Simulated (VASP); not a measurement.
The system is SiB2.

```xyz
3
Lattice="2.4214 0.0000 0.0000 0.0000 2.4214 0.0000 0.0000 0.0000 4.6262" Properties=species:S:1:pos:R:3 pbc="T T T"
Si    0.0000    0.0000    0.0000
B     1.2107    1.2107    1.2491
B     1.2107    1.2107    3.3771
```

The cell was built by a generator and needn't be a form met in nature.

* Program: VASP 6.6.1
* Task: relaxation of cell and atoms
* Functional: PBE
* Potentials or basis: VASP PAW PBE potentials, release 64 (Si, B)
* Cutoff: 520 eV
* k mesh: 8 × 8 × 5
* Occupations: gaussian, width 0.15 eV
* Spin: no spin polarisation

At the start: pressure 10.7 GPa; volume 9.04 Å³/atom.

**Question.** Where does the relaxation end?

**Answer.** Over 10 steps the energy falls by 398.0 meV/atom and the volume is 9.26 Å³/atom (+2.4 %); space group P4/mmm (No. 123, to 0.05 Å).

The path:
| step | energy change (eV) | largest force (eV/Å) | pressure (GPa) | volume (Å³) |
| --- | --- | --- | --- | --- |
| 1 | 0.0000 | 3.3975 | 10.70 | 27.12 |
| 2 | -1.1207 | 0.6191 | -6.67 | 29.41 |
| 3 | -1.1209 | 0.5780 | -6.62 | 29.43 |
| 4 | -1.1443 | 0.9319 | 2.91 | 27.88 |
| 5 | -1.1585 | 0.2685 | -0.74 | 28.44 |
| 6 | -1.1925 | 0.0703 | 0.45 | 27.73 |
| 7 | -1.1932 | 0.1197 | 0.74 | 27.60 |
| 8 | -1.1932 | 0.1190 | 0.77 | 27.62 |
| 9 | -1.1932 | 0.1119 | 0.73 | 27.64 |
| 10 | -1.1939 | 0.0513 | -0.13 | 27.77 |

Final structure:
```
Si B
1.0
     2.50406    0.00000    0.00000
     0.00000    2.50406    0.00000
     0.00000    0.00000    4.42939
Si B
1 2
Cartesian
  0.0000 2.5041 0.0000
  1.2520 1.2520 1.3845
  1.2520 1.2520 3.0449
```
